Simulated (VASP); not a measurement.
A cell of NaCl (rock salt) near equilibrium:

```
CELL_PARAMETERS angstrom
      0.00000     2.83946     2.83946
      2.83946     0.00000     2.83946
      2.83946     2.83946     0.00000
ATOMIC_POSITIONS crystal
  Na 0.00000 0.00000 0.00000
  Cl 0.50000 0.50000 0.50000
```

Calculation: PBE GGA, VASP's PBE PAW potentials (set 64) (plane waves; VASP).

```tsv
run	ΔE (meV/atom)	σxx	σyy	σzz	largest shear component, with its sign (GPa)	gap (eV)
as it is	0.0	0.13	0.13	0.13	0.00	5.03
after one change	33.3	4.13	4.13	4.13	0.00	5.53
```
Stress is in GPa, positive when the cell is compressed; gaps are those on the k-mesh, and 0.00 means metallic.

Name the change that produced these shifts.
(A) isotropic strain of +0.5 %
(B) shear strain γ_xy = -3.0 %
(C) biaxial strain of +0.5 % in the xy plane
(D) isotropic strain of -4.0 %

D, isotropic strain of -4.0 %

The compound is NaCl in the rock salt structure.
